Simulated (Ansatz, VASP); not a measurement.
# Cross-check of InCl3 between VASP and Ansatz, part 3 of 3

One calculation is typed for both programs; each brings its own data sets. How far apart do they land? The cell is generated by rule, not measured, and may not be a known phase. Of the first pair: The cell is taken from a series of runs on this material, whose earlier steps may have relaxed, scaled, displaced or heated it; both programs get it as it stands.

VASP 6.6.1 and Ansatz 0.2.0.

So far: The structure; Ansatz: relaxation of cell and atoms, PBEsol, pair 1; VASP: relaxation of cell and atoms, PBEsol, pair 1; Side by side; VASP: relaxation of cell and atoms, PBEsol, pair 2; Ansatz: relaxation of cell and atoms, PBEsol, pair 2.

## Step 8: VASP: relaxation of cell and atoms, PBEsol, pair 3

Level of this step: PBEsol; plane waves and PAW (In_d, Cl); invented cell (VASP).

The relaxed volume is the usual yardstick between codes: in a stiff, nearly cubic crystal its relative difference is about their pressure difference at one cell divided by the bulk modulus. Its start cell is another than that of the pair before, and may be another structure of the material.

Input file INCAR:

```
SYSTEM = InCl3
PREC = Accurate
ENCUT = 500
EDIFF = 1E-07
NELM = 120
ISMEAR = 1
SIGMA = 0.2
LREAL = .FALSE.
ALGO = Normal
GGA = PS
NBANDS = 42
LORBIT = 11
LWAVE = .FALSE.
LCHARG = .FALSE.
ISIF = 3
IBRION = 2
NSW = 80
EDIFFG = -0.005
LASPH = .TRUE.
GGA_COMPAT = .FALSE.
NELMIN = 4
EFERMI = MIDGAP
KPAR = 2
```

Input file POSCAR:

```
InCl3
1.0
   -5.0424379484      0.0000000000      0.0000000000
    0.0000000000     -4.8098578851     -4.8098578851
    0.0000000000     -4.8098578851      4.8098578851
In Cl
2 6
Direct
    0.0000000000      0.5000000000      0.5000000000
    0.0000000000      0.0000000000      0.0000000000
    0.4999999005      0.5000000000      0.5000000000
    0.4999999005      0.0000000000      0.0000000000
    0.0000000000      0.3291920587      0.1708078417
    0.0000000000      0.6708078417      0.8291920587
    0.0000000000      0.1708079413      0.6708078417
    0.0000000000      0.8291920587      0.3291921583
```

Input file KPOINTS:

```
Automatic mesh
0
Gamma
8 6 6
0 0 0
```

The projector-augmented-wave data sets are In_d and Cl (PBE family, release 64).

The run is started by

```bash
$ mpirun -np 2 vasp_std
```

Numbers of over 12 decimals in the logs are rounded to 6 here.

Output:

```text
[... set-up lines as in an earlier step ...]
 entering main loop
       N       E                     dE             d eps       ncg     rms          rms(c)
DAV:   1     0.722511982838E+03    0.72251E+03   -0.29057E+04  4200   0.156E+03
DAV:   2     0.913479348875E+02   -0.63116E+03   -0.60765E+03  4822   0.390E+02
DAV:   3    -0.202808652545E+02   -0.11163E+03   -0.10873E+03  5044   0.178E+02
DAV:   4    -0.268021121845E+02   -0.65212E+01   -0.64751E+01  5200   0.483E+01
[...]
DAV:  14    -0.255246891125E+02   -0.14295E-05   -0.20189E-06  5992   0.130E-02    0.335E-03
DAV:  15    -0.255246899460E+02   -0.83348E-06   -0.77515E-07  5460   0.858E-03    0.154E-03
DAV:  16    -0.255246899138E+02    0.32187E-07   -0.47127E-08  3300   0.162E-03
   1 F= -.25524690E+02 E0= -.25529570E+02  d E =-.255247E+02
[...]
N       E                     dE             d eps       ncg     rms          rms(c)
DAV:   1    -0.255248580632E+02   -0.16812E-03   -0.52790E-03  5606   0.727E-01    0.873E-02
DAV:   2    -0.255247335818E+02    0.12448E-03   -0.36448E-04  6282   0.218E-01    0.324E-02
DAV:   3    -0.255247017374E+02    0.31844E-04   -0.77286E-05  5756   0.107E-01    0.139E-02
DAV:   4    -0.255247019858E+02   -0.24839E-06   -0.87789E-06  6522   0.216E-02    0.869E-03
DAV:   5    -0.255247029842E+02   -0.99843E-06   -0.12959E-06  6362   0.957E-03    0.325E-03
DAV:   6    -0.255247033766E+02   -0.39235E-06   -0.12143E-07  3706   0.352E-03    0.135E-03
DAV:   7    -0.255247034473E+02   -0.70705E-07   -0.10296E-07  2764   0.228E-03
   2 F= -.25524703E+02 E0= -.25529575E+02  d E =-.135335E-04
 trial-energy change:   -0.000014  1 .order   -0.000014   -0.000031    0.000003
 step:   0.9007(harm=  0.9081)  dis= 0.00014  next Energy=   -25.524704 (dE=-0.137E-04)
 reached required accuracy - stopping structural energy minimisation
```

OUTCAR, selected parts (step 8):

```text
  Total        0.0134388      0.0079120      0.0079120      0.0000000      0.0000000      0.0000000
  in kB        0.0923320      0.0543600      0.0543600      0.0000000      0.0000000      0.0000000
  external PRESSURE =       0.0670173 kB  Pullay stress =       0.0000000 kB

 POSITION                                       TOTAL-FORCE (eV/Angst)
 -----------------------------------------------------------------------------------
      0.00000     -4.80846      0.00000        -0.000000      0.000000      0.000000
      0.00000     -4.80846      4.80846         0.000000      0.000000      0.000000
     -2.52142     -4.80846      0.00000        -0.000000      0.000000      0.000000
     -2.52142     -4.80846      4.80846         0.000000     -0.000000     -0.000000
     -0.00000     -2.40423     -0.76143         0.000000     -0.000000      0.000582
      0.00000     -7.21269      0.76143        -0.000000     -0.000000     -0.000582
      0.00000     -4.04703      2.40423        -0.000000     -0.000582     -0.000000
     -0.00000     -5.56989     -2.40423         0.000000      0.000582     -0.000000
 -----------------------------------------------------------------------------------
    total drift:                               -0.000606     -0.000641     -0.000000

  FREE ENERGIE OF THE ION-ELECTRON SYSTEM (eV)
  ---------------------------------------------------
  free  energy   TOTEN  =       -25.5247034473 eV

  energy  without entropy=      -25.5393189264  energy(sigma->0) =      -25.52957527

[... 1 part as in an earlier step ...]

[... 3 further parts left out ...]
[key lines of the parts left out:]
E-fermi :   0.0848
```

Methfessel-Paxton smearing is not meant for a cell with a gap.

## Step 9: Ansatz: relaxation of cell and atoms, PBEsol, pair 3

Its own start cell and the same functional, mesh and smearing now go to Ansatz, which takes its cutoff from its data sets.

The two relaxations start from unlike cells of this crystal, so only their ends are compared.

Input file input.yaml:

```yaml
crystal:
  lattice:
    - [-5.0239648185, 0.0, 0.0]
    - [0.0, -5.0239648185, -5.0239648185]
    - [0.0, -5.0239648185, 5.0239648185]
  atoms:
    - { symbol: In, position: [0.0, 0.5, 0.5] }
    - { symbol: In, position: [0.0, 0.0, 0.0] }
    - { symbol: Cl, position: [0.5, 0.5, 0.5] }
    - { symbol: Cl, position: [0.5, 0.0, 0.0] }
    - { symbol: Cl, position: [0.0, 0.309713794, 0.190286206] }
    - { symbol: Cl, position: [0.0, 0.690286206, 0.809713794] }
    - { symbol: Cl, position: [0.0, 0.190286206, 0.690286206] }
    - { symbol: Cl, position: [0.0, 0.809713794, 0.309713794] }
kpoints:
  mp_grid: { grid: [8, 6, 6] }
hamiltonian:
  xc: pbesol
scf:
  occupations: { method: methfessel_paxton, width: 0.2 }
output:
  forces: true
  stress: true
  eigenvalues: true
relax:
  adjacent_minimum: "off"
  f_tol: 0.002
  max_steps: 120
  cell: { stress_tol: 0.03 }
```

The run is started by

```bash
$ ansatz run input.yaml --threads 4 --pin off --max-ram 7168MiB --backend cpu --events-out ev --progress --plain --runs-dir out
```

Output:

```text
[...]
Crystal: 8 atoms, lattice volume = 253.612 Å³
Basis set: ecut = 420 eV, 4981 PW (Γ), exchange–correlation on 72×96×96 points (8 copies of the dense FFT grid, shifted against one another)
Bands: 42, of which v1, the nominal top of the filled ones, is band 34 counted from 1 (33 counted from 0)
Symmetry: 16 space group operations
[...]
k-points: 50 of 288
[...]
- [0, -4.811271, 4.811271]
  atoms:
    - { symbol: In, position: [0, 0.5, 0.5] }
    - { symbol: In, position: [0, -1.321812263099493e-19, 0] }
    - { symbol: Cl, position: [0.5, 0.5, 0.5] }
    - { symbol: Cl, position: [0.5, -1.3218122630994914e-19, 0] }
    - { symbol: Cl, position: [0, 0.328929, 0.171071] }
    - { symbol: Cl, position: [0, 0.671071, 0.828929] }
    - { symbol: Cl, position: [0, 0.171071, 0.671071] }
    - { symbol: Cl, position: [0, 0.828929, 0.328929] }
[key lines of the parts left out:]
SCF converged after 5 iterations
Free energy (F): -17423.252169 eV
Fermi energy:    1.931865 eV
P = ⅓ Tr σ = -0.0013 GPa (-0.013 kbar)
```

## Step 10: Differences

Both answers:

| quantity | Ansatz | VASP | difference |
| --- | --- | --- | --- |
| volume (Å³) | 233.58 | 233.19 | +0.17 % |
| edge a after relaxation, in the typed setting (Å) | 5.045 | 5.043 | +0.05 % |
| edge b after relaxation, in the typed setting (Å) | 6.804 | 6.800 | +0.06 % |

## Step 11: Outcome

- difference in volume (relaxation of cell and atoms, PBEsol, pair 1): 0.094 %
- difference in volume (relaxation of cell and atoms, PBEsol, pair 2): 0.11 %
- difference in volume (relaxation of cell and atoms, PBEsol, pair 3): 0.17 %

In words: The difference in volume is 0.17 % (relaxation of cell and atoms, PBEsol, pair 3), within the 1.2 % picked in this series as the mark of a large difference, as far as the stopping tolerances let one tell. 5 further runs of this series are not shown here. How closely two codes agree says nothing of how well the functional describes the real material.

[Lines on the potential files, build, host, timing and source positions are cut from VASP's logs without a mark.]

[Logs are printed without paths, hosts, clocks, repeated set-up lines and the standing remarks that a program may print on its own settings, such as how far it seeks lower states.]

[Hosts, paths, dates, database ids (printed as entryN), source tags and the programs' standing remarks are cut or masked in the printed files.]
